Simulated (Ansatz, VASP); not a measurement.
# TiCdSe3: VASP beside Ansatz, part 2 of 3

One calculation is typed for both programs; each brings its own data sets. How far apart do they land? The cell is generated by rule, not measured, and may not be a known phase. Of the first pair: The cell is taken from a series of runs on this material, whose earlier steps may have relaxed, scaled, displaced or heated it; both programs get it as it stands.

VASP 6.6.1 and Ansatz 0.2.0.

So far: The structure; Ansatz: relaxation of cell and atoms, PBE, pair 1.

## (3) VASP: relaxation of cell and atoms, PBE, pair 1

Level of this step: PBE, no spin polarisation; plane waves and PAW (Cd, Ti_sv, Se); invented cell (VASP).

The same cell, functional, mesh and smearing now go to VASP, with its own data sets.

Lines of VASP's logs that name or quote its potential files are left out, and so is its time.

The input, INCAR:

```
SYSTEM = TiCdSe3
PREC = Accurate
ENCUT = 500
EDIFF = 1E-07
NELM = 120
ISMEAR = 1
SIGMA = 0.2
LREAL = .FALSE.
ALGO = Normal
GGA = PE
NBANDS = 52
LASPH = .TRUE.
LORBIT = 11
LWAVE = .FALSE.
LCHARG = .FALSE.
ISIF = 3
IBRION = 2
NSW = 80
EDIFFG = -0.005
GGA_COMPAT = .FALSE.
NELMIN = 4
KPAR = 2
```

The input, POSCAR:

```
TiCdSe3
1.0
    3.4060110000      1.9664610000      5.8331420000
   -3.4060110000      1.9664610000      5.8331420000
    0.0000000000     -3.9329220000      5.8331420000
Cd Ti Se
2 2 6
Direct
    0.2500000286      0.2500000286      0.2500000286
    0.7500000286      0.7500000286      0.7500000286
    0.5000000000      0.5000000000      0.5000000000
    0.0000000000      0.0000000000      0.0000000000
    0.8653374357      0.2500000220      0.6346626280
    0.1346626214      0.7500000352      0.3653374291
    0.6346626148      0.8653374423      0.2500000286
    0.3653374423      0.1346626148      0.7500000286
    0.7500000220      0.3653374357      0.1346626280
    0.2500000352      0.6346626214      0.8653374291
```

The input, KPOINTS:

```
Automatic mesh
0
Gamma
6 6 6
0 0 0
```

PAW data sets: Cd, Ti_sv and Se (PBE family, release 64).

Command:

```
mpirun -np 2 vasp_std
```

Numbers of over 12 decimals in the logs are rounded to 6 here.

Output:

```text
[banner, memory and clock lines left out]
running    2 mpi-ranks, on    1 nodes
 distrk:  each k-point on    1 cores,    2 groups
 distr:  one band on    1 cores,    1 groups

 POSCAR found type information on POSCAR CdTiSe
 POSCAR found :  3 types and      10 ions
 LDA part: xc-table for (Slater+PW92), standard interpolation
 POSCAR, INCAR and KPOINTS ok, starting setup
 FFT: planning ... GRIDC
 FFT: planning ... GRID_SOFT
 FFT: planning ... GRID
 WAVECAR not read
 entering main loop
       N       E                     dE             d eps       ncg     rms          rms(c)
DAV:   1     0.798657402461E+03    0.79866E+03   -0.38031E+04  3344   0.151E+03
DAV:   2     0.470362686192E+02   -0.75162E+03   -0.72955E+03  3464   0.411E+02
DAV:   3    -0.477440614771E+02   -0.94780E+02   -0.92183E+02  4800   0.131E+02
DAV:   4    -0.534959460780E+02   -0.57519E+01   -0.57312E+01  4728   0.277E+01
DAV:   5    -0.537776984969E+02   -0.28175E+00   -0.28159E+00  4720   0.475E+00    0.187E+01
DAV:   6    -0.513839515440E+02    0.23937E+01   -0.79126E+01  4756   0.394E+01    0.284E+01
DAV:   7    -0.473604959320E+02    0.40235E+01   -0.75069E+01  4472   0.425E+01    0.118E+01
DAV:   8    -0.459502939248E+02    0.14102E+01   -0.41149E+00  3972   0.956E+00    0.594E+00
DAV:   9    -0.454887876589E+02    0.46151E+00   -0.33236E+00  4856   0.785E+00    0.266E+00
DAV:  10    -0.454416216052E+02    0.47166E-01   -0.42205E-01  4212   0.339E+00    0.596E-01
DAV:  11    -0.454477516130E+02   -0.61300E-02   -0.27885E-02  4280   0.911E-01    0.597E-01
DAV:  12    -0.454445167717E+02    0.32348E-02   -0.12258E-02  4336   0.583E-01    0.911E-02
DAV:  13    -0.454445953800E+02   -0.78608E-04   -0.12815E-03  4544   0.183E-01    0.832E-02
DAV:  14    -0.454445072631E+02    0.88117E-04   -0.21793E-04  4168   0.796E-02    0.237E-02
DAV:  15    -0.454445054127E+02    0.18504E-05   -0.20654E-05  4284   0.166E-02    0.981E-03
DAV:  16    -0.454445046334E+02    0.77930E-06   -0.56968E-06  4640   0.113E-02    0.196E-03
DAV:  17    -0.454445047628E+02   -0.12939E-06   -0.39336E-07  3128   0.328E-03    0.902E-04
DAV:  18    -0.454445048070E+02   -0.44165E-07   -0.28167E-08  2016   0.113E-03
   1 F= -.45444505E+02 E0= -.45450422E+02  d E =-.454445E+02
[...]
2 F= -.45444968E+02 E0= -.45450938E+02  d E =-.463593E-03
[...]
3 F= -.45445089E+02 E0= -.45451042E+02  d E =-.584489E-03
[...]
4 F= -.45445146E+02 E0= -.45451088E+02  d E =-.569410E-04
 trial-energy change:   -0.000057  1 .order   -0.000058   -0.000075   -0.000042
 step:   2.1126(harm=  2.1126)  dis= 0.00153  next Energy=   -45.445174 (dE=-0.845E-04)
 bond charge predicted
       N       E                     dE             d eps       ncg     rms          rms(c)
DAV:   1    -0.454452452143E+02   -0.99076E-04   -0.78726E-03  3472   0.481E-01    0.902E-02
DAV:   2    -0.454452454166E+02   -0.20234E-06   -0.97934E-04  3956   0.183E-01    0.566E-02
DAV:   3    -0.454451883202E+02    0.57096E-04   -0.36382E-04  4304   0.947E-02    0.370E-02
DAV:   4    -0.454451685599E+02    0.19760E-04   -0.54448E-05  4224   0.435E-02    0.125E-02
DAV:   5    -0.454451688689E+02   -0.30901E-06   -0.10476E-05  4692   0.125E-02    0.606E-03
DAV:   6    -0.454451697526E+02   -0.88373E-06   -0.12959E-06  4368   0.472E-03    0.262E-03
DAV:   7    -0.454451701394E+02   -0.38680E-06   -0.26154E-07  2864   0.197E-03    0.135E-03
DAV:   8    -0.454451702597E+02   -0.12028E-06   -0.57893E-08  1804   0.134E-03    0.250E-04
DAV:   9    -0.454451702480E+02    0.11733E-07   -0.13648E-08  1776   0.634E-04
   5 F= -.45445170E+02 E0= -.45451097E+02  d E =-.809520E-04
 curvature:  -1.10 expect dE=-0.442E-05 dE for cont linesearch -0.618E-08
 trial: gam= 0.06885 g(F)=  0.744E-06 g(S)=  0.328E-05 ort =-0.684E-06 (trialstep = 0.117E+01)
 search vector abs. value=  0.433E-05
 reached required accuracy - stopping structural energy minimisation
```

Parts of OUTCAR (step 3):

```text
ion  position               nearest neighbor table
   1  0.250  0.250  0.250-  10 2.62   5 2.62   7 2.62
   2  0.750  0.750  0.750-   6 2.62   9 2.62   8 2.62
   3  0.500  0.500  0.500-   8 2.57   9 2.57   6 2.57   7 2.57  10 2.57   5 2.57
   4  0.000  0.000  0.000-   7 2.57   5 2.57  10 2.57   8 2.57   6 2.57   9 2.57
   5  0.865  0.250  0.635-   4 2.57   3 2.57   1 2.62
   6  0.135  0.750  0.365-   3 2.57   4 2.57   2 2.62
   7  0.635  0.865  0.250-   4 2.57   3 2.57   1 2.62
   8  0.365  0.135  0.750-   3 2.57   4 2.57   2 2.62
   9  0.750  0.365  0.135-   3 2.57   4 2.57   2 2.62
  10  0.250  0.635  0.865-   4 2.57   3 2.57   1 2.62

  LATTYP: Found a trigonal (rhomboedric) cell.
 ALAT       =     7.0351563869
 COS(alpha) =     0.5312140616

 Subroutine GETGRP returns: Found 12 space group operations
 (whereof  6 operations were pure point group operations)

The static configuration has the point symmetry S_6 .
 The point group associated with its full space group is D_3d.

 Found     32 irreducible k-points:

   k-points           NKPTS =     32   k-points in BZ     NKDIM =     32   number of bands    NBANDS=     52

   dimension x,y,z NGX =    54 NGY =   54 NGZ =   54
   dimension x,y,z NGXF=   108 NGYF=  108 NGZF=  108

   ENCUT  =  500.0 eV  36.75 Ry    6.06 a.u.  12.83 12.83 12.83*2*pi/ulx,y,z

   NELECT =      84.0000    total number of electrons

 k-points in reciprocal lattice and weights: Automatic mesh
   0.00000000  0.00000000  0.00000000       0.005
   0.16666667 -0.00000000 -0.00000000       0.028
   0.33333333 -0.00000000 -0.00000000       0.028
   0.50000000 -0.00000000 -0.00000000       0.014
   0.16666667  0.16666667 -0.00000000       0.028
   0.33333333  0.16666667 -0.00000000       0.056
   0.50000000  0.16666667  0.00000000       0.056
  -0.33333333  0.16666667  0.00000000       0.056
  -0.16666667  0.16666667  0.00000000       0.028
[...]
-0.33333333  0.50000000  0.33333333       0.028
   0.50000000  0.50000000  0.50000000       0.005

 average (electrostatic) potential at core
       1 -38.0804       2 -38.0804       3 -78.5248       4 -78.5248       5 -54.4219
       6 -54.4218       7 -54.4219       8 -54.4218       9 -54.4218      10 -54.4219

 E-fermi :   3.5094

 k-point     1 :       0.0000    0.0000    0.0000
  band No.  band energies     occupation
    ...
     37       2.6263      2.00000
     38       2.9636      2.00078
     39       2.9636      2.00078
     40       3.2470      2.06882
     41       3.2470      2.06882
     42       3.5919      0.36361
     43       3.6478      0.08612
     44       3.6478      0.08612
     45       3.6629      0.03760
     46       4.3613     -0.00000
    ...

 k-point     2 :       0.1667   -0.0000   -0.0000
  band No.  band energies     occupation
    ...
     38       2.6090      2.00000
     39       2.7355      2.00000
     40       2.9539      2.00061
     41       2.9558      2.00064
     42       3.3705      1.91589
     43       3.7912     -0.06289
     44       3.8281     -0.04675
     45       3.9307     -0.01116
     46       4.4773     -0.00000
     47       4.5452     -0.00000
    ...

 k-point     3 :       0.3333   -0.0000   -0.0000
  band No.  band energies     occupation
    ...
     38       2.2356      2.00000
     39       2.5209      2.00000
     40       2.7911      2.00000
     41       2.8121      2.00001
     42       3.0795      2.00957
     43       3.8876     -0.02237
     44       3.9356     -0.01025
     45       4.1926     -0.00002
     46       4.4273     -0.00000
     47       4.6191     -0.00000
    ...

  Total       -0.0025389     -0.0025389      0.0258435     -0.0000000      0.0000000      0.0000000
  in kB       -0.0173117     -0.0173117      0.1762165     -0.0000000      0.0000000      0.0000000
  external PRESSURE =       0.0471977 kB  Pullay stress =       0.0000000 kB

  energy-cutoff  :      500.00
  volume of cell :      234.97
      direct lattice vectors                 reciprocal lattice vectors
     3.410367713  1.968976348  5.832067637     0.146611756  0.084646353  0.057155258
    -3.410367713  1.968976348  5.832067637    -0.146611756  0.084646353  0.057155258
    -0.000000000 -3.937952696  5.832067637     0.000000000 -0.169292706  0.057155258

 POSITION                                       TOTAL-FORCE (eV/Angst)
 -----------------------------------------------------------------------------------
     -0.00000      0.00000      4.37405        -0.000000      0.000000      0.000000
     -0.00000      0.00000     13.12215        -0.000000     -0.000000      0.000000
     -0.00000      0.00000      8.74810        -0.000000      0.000000     -0.000000
     -0.00000     -3.93795      5.83207        -0.000000      0.000000     -0.000000
      2.09732     -0.30529     10.20612        -0.000802     -0.001388      0.000000
     -2.09732      0.30529      7.29009         0.000802      0.001388      0.000000
     -0.78427      1.96898     10.20612         0.001603     -0.000000     -0.000000
      0.78427     -1.96898      7.29009        -0.001603      0.000000      0.000000
      1.31305      1.66369      7.29009         0.000802     -0.001388      0.000000
     -1.31305     -1.66369     10.20612        -0.000802      0.001388      0.000000
 -----------------------------------------------------------------------------------
    total drift:                               -0.000113     -0.000000      0.000233

  FREE ENERGIE OF THE ION-ELECTRON SYSTEM (eV)
  ---------------------------------------------------
  free  energy   TOTEN  =       -45.4451702480 eV

  energy  without entropy=      -45.4629506662  energy(sigma->0) =      -45.45109705

 reached required accuracy - stopping structural energy minimisation

 total charge
# of ion       s       p       d       tot
------------------------------------------
    1        0.451   0.245   9.555  10.251
    2        0.451   0.245   9.555  10.251
    3        2.176   6.140   1.779  10.094
    4        2.176   6.140   1.779  10.094
    5        1.456   2.374   0.024   3.854
    6        1.456   2.374   0.024   3.854
    7        1.456   2.374   0.024   3.854
    8        1.456   2.374   0.024   3.854
    9        1.456   2.374   0.024   3.854
   10        1.456   2.374   0.024   3.854
--------------------------------------------------
tot         13.989  27.013  22.811  63.814

[... 3 further parts left out ...]
```

CONTCAR:

```
TiCdSe3
   1.00000000000000
     3.4103677129862864    1.9689763480046256    5.8320676371058253
    -3.4103677129862864    1.9689763480046256    5.8320676371058253
    -0.0000000000000000   -3.9379526960092512    5.8320676371058253
  Cd              Ti              Se
     2     2     6
Direct
     0.2500000285999988    0.2500000285999988    0.2500000285999988
     0.7500000285999988    0.7500000285999988    0.7500000285999988
     0.5000000000000000    0.5000000000000000    0.5000000000000000
     0.0000000000000000    0.0000000000000000    1.0000000000000000
     0.8649838612470834    0.2500000220000186    0.6350162024528999
     0.1350161958529126    0.7500000351999861    0.3649838546471030
     0.6350161892529322    0.8649838678470707    0.2500000285999988
     0.3649838678470706    0.1350161892529323    0.7500000285999988
     0.7500000220000186    0.3649838612470833    0.1350162024528999
     0.2500000351999861    0.6350161958529125    0.8649838546471030
```

## (4) Comparison

Known differences besides the potentials themselves: the data sets hold 160 valence electrons in Ansatz (on its default PAW (the set named soft_2) files) and 84 in VASP; the cutoff is 420 eV in Ansatz and 500 eV in VASP; Ansatz adds a Pulay correction to the stress that steers its cell, VASP none. Total energies have different zeros and are not compared.

Compared:

| quantity | Ansatz | VASP | difference |
| --- | --- | --- | --- |
| volume (Å³) | 234.44 | 234.97 | -0.23 % |
| edge a after relaxation, in the typed setting (Å) | 7.035 | 7.037 | -0.03 % |

## (5) VASP: relaxation of cell and atoms, PBE, pair 2

The relaxed volume is the usual yardstick between codes: in a stiff, nearly cubic crystal its relative difference is about their pressure difference at one cell divided by the bulk modulus.

INCAR is that of step 3.

The input, POSCAR:

```
TiCdSe3
1.0
   -3.6561580000      4.8494020000      3.2717410000
    3.6561580000     -4.8494020000      3.2717410000
    3.6561580000      4.8494020000     -3.2717410000
Cd Ti Se
2 2 6
Direct
    0.3039582748      0.0539582748      0.2500000000
    0.6960417252      0.9460417252      0.7500000000
    0.5000000000      0.5000000000      0.0000000000
    0.0000000000      0.5000000000      0.5000000000
    0.0988605913      0.3488605913      0.7500000000
    0.9011394087      0.6511394087      0.2500000000
    0.3206276507      0.0000000764      0.8206275743
    0.6793723493      0.9999999236      0.1793724257
    0.6793723493      0.4999999236      0.6793724257
    0.3206274979      0.4999999236      0.3206275743
```

The input, KPOINTS:

```
Automatic mesh
0
Gamma
8 8 8
0 0 0
```

Command:

```
mpirun -np 2 vasp_std
```

Output:

```text
[... set-up lines as in an earlier step ...]
 entering main loop
       N       E                     dE             d eps       ncg     rms          rms(c)
DAV:   1     0.812977201831E+03    0.81298E+03   -0.38562E+04 10128   0.153E+03
DAV:   2     0.530051674598E+02   -0.75997E+03   -0.73655E+03 10244   0.419E+02
DAV:   3    -0.455268488442E+02   -0.98532E+02   -0.95734E+02 14212   0.133E+02
DAV:   4    -0.531090294051E+02   -0.75822E+01   -0.75537E+01 14440   0.306E+01
[...]
DAV:  16    -0.453595213434E+02    0.46988E-07   -0.31938E-06 13960   0.815E-03    0.271E-03
DAV:  17    -0.453595215798E+02   -0.23647E-06   -0.56485E-07 10260   0.332E-03    0.912E-04
DAV:  18    -0.453595215535E+02    0.26330E-07   -0.48794E-08  5920   0.119E-03
   1 F= -.45359522E+02 E0= -.45364277E+02  d E =-.453595E+02
[...]
2 F= -.45359867E+02 E0= -.45364674E+02  d E =-.345313E-03
[...]
3 F= -.45359937E+02 E0= -.45364728E+02  d E =-.414963E-03
[...]
4 F= -.45359985E+02 E0= -.45364771E+02  d E =-.484754E-04
[...]
5 F= -.45360027E+02 E0= -.45364802E+02  d E =-.906060E-04
[...]
6 F= -.45360035E+02 E0= -.45364809E+02  d E =-.752845E-05
 trial-energy change:   -0.000008  1 .order   -0.000007   -0.000014   -0.000001
 step:   1.4842(harm=  1.4842)  dis= 0.00047  next Energy=   -45.360035 (dE=-0.751E-05)
 reached required accuracy - stopping structural energy minimisation
```

From OUTCAR (step 5):

```text
  Total       -0.0011035     -0.0060558     -0.0033869      0.0000000      0.0000000      0.0000000
  in kB       -0.0076000     -0.0417086     -0.0233271      0.0000000      0.0000000      0.0000000
  external PRESSURE =      -0.0242119 kB  Pullay stress =       0.0000000 kB

 POSITION                                       TOTAL-FORCE (eV/Angst)
 -----------------------------------------------------------------------------------
      0.00000      2.42629      0.35310         0.000000     -0.000000     -0.002331
      3.65921      2.42629      2.92208        -0.000000      0.000000      0.002331
      3.65921      4.85258      0.00000        -0.000000      0.000000      0.000000
      3.65921      0.00000      0.00000         0.000000      0.000000      0.000000
      3.65921      2.42629     -0.98652        -0.000000     -0.000000      0.000456
      0.00000      2.42629      4.26171        -0.000000      0.000000     -0.000456
      1.82960      5.53535     -1.63759        -0.000000      0.000430      0.000000
      1.82960     -0.68277      4.91278         0.000000     -0.000430      0.000000
      1.82960      4.16981      1.63759         0.000000     -0.000430      0.000000
      1.82960      0.68277      1.63759        -0.000000      0.000430      0.000000
 -----------------------------------------------------------------------------------
    total drift:                                0.000113      0.000000      0.000339

  FREE ENERGIE OF THE ION-ELECTRON SYSTEM (eV)
  ---------------------------------------------------
  free  energy   TOTEN  =       -45.3600346513 eV

  energy  without entropy=      -45.3743591504  energy(sigma->0) =      -45.36480948

[... 1 part as in an earlier step ...]

[... 3 further parts left out ...]
[key lines of the parts left out:]
E-fermi :   3.6977
```

The run keeps the 8 symmetry operations of its start, so it cannot find a distortion of lower symmetry.

## (6) Ansatz: relaxation of cell and atoms, PBE, pair 2

The same cell, functional, mesh and smearing now go to Ansatz, which takes its cutoff from its data sets.

The cell is taken from a series of runs on this material, whose earlier steps may have relaxed, scaled, displaced or heated it; both programs get it as it stands.

The input, input.yaml:

```yaml
crystal:
  lattice:
    - [-3.6561579885, 4.8494018818, 3.271740866]
    - [3.6561579885, -4.8494018818, 3.271740866]
    - [3.6561579885, 4.8494018818, -3.271740866]
  atoms:
    - { symbol: Cd, position: [0.3039582256, 0.0539582256, 0.25] }
    - { symbol: Cd, position: [0.6960417744, 0.9460417744, 0.75] }
    - { symbol: Ti, position: [0.5, 0.5, 0.0] }
    - { symbol: Ti, position: [0.0, 0.5, 0.5] }
    - { symbol: Se, position: [0.0988605665, 0.3488605665, 0.75] }
    - { symbol: Se, position: [0.9011394335, 0.6511394335, 0.25] }
    - { symbol: Se, position: [0.32062754, 0.0, 0.82062754] }
    - { symbol: Se, position: [0.67937246, 0.0, 0.17937246] }
    - { symbol: Se, position: [0.67937246, 0.5, 0.67937246] }
    - { symbol: Se, position: [0.32062754, 0.5, 0.32062754] }
kpoints:
  mp_grid: { grid: [8, 8, 8] }
hamiltonian:
  xc: pbe
scf:
  occupations: { method: methfessel_paxton, width: 0.2 }
output:
  forces: true
  stress: true
  eigenvalues: true
relax:
  adjacent_minimum: "off"
  f_tol: 0.001
  max_steps: 60
  cell: { stress_tol: 0.01 }
```

Command:

```
ansatz run input.yaml --threads 8 --pin off --max-ram 14336MiB --backend cpu --events-out ev --progress --plain --runs-dir out
```

Output:

```text
[...]
Crystal: 10 atoms, lattice volume = 232.034 Å³
Basis set: ecut = 420 eV, 4535 PW (Γ), exchange–correlation on 96×96×96 points (8 copies of the dense FFT grid, shifted against one another)
Bands: 96, of which v1, the nominal top of the filled ones, is band 80 counted from 1 (79 counted from 0)
Symmetry: 8 space group operations
[...]
k-points: 95 of 512
[...]
- { symbol: Ti, position: [0.500000, 0.500000, 0.0] }
    - { symbol: Ti, position: [0.0, 0.5, 0.5] }
    - { symbol: Se, position: [0.098861, 0.348861, 0.75] }
    - { symbol: Se, position: [0.901139, 0.651139, 0.250000] }
    - { symbol: Se, position: [0.32062754, -5.551115123125783e-17, 0.82062754] }
    - { symbol: Se, position: [0.67937246, -5.551115123125783e-17, 0.179372] }
    - { symbol: Se, position: [0.67937246, 0.5, 0.67937246] }
    - { symbol: Se, position: [0.32062754, 0.5, 0.32062754] }
[key lines of the parts left out:]
SCF converged after 7 iterations
Free energy (F): -54329.944509 eV
Fermi energy:    9.618229 eV
P = ⅓ Tr σ = -0.0010 GPa (-0.010 kbar)
```

## (7) Differences

What differs besides the data sets and the points named for the pairs above, as far as they apply: the data sets hold 160 valence electrons in Ansatz (on its default PAW (the set named soft_2) files) and 84 in VASP. Total energies have different zeros and are not compared.

The two programs side by side:

| quantity | Ansatz | VASP | difference |
| --- | --- | --- | --- |
| volume (Å³) | 232.03 | 232.62 | -0.25 % |
| edge a after relaxation, in the typed setting (Å) | 6.898 | 6.904 | -0.08 % |

(Continued in part 3 of 3.)

[Lines on the potential files, build, host, timing and source positions are cut from VASP's logs without a mark.]

[Logs are printed without paths, hosts, clocks, repeated set-up lines and the standing remarks that a program may print on its own settings, such as how far it seeks lower states.]

[Hosts, paths, dates, database ids (printed as entryN), source tags and the programs' standing remarks are cut or masked in the printed files.]
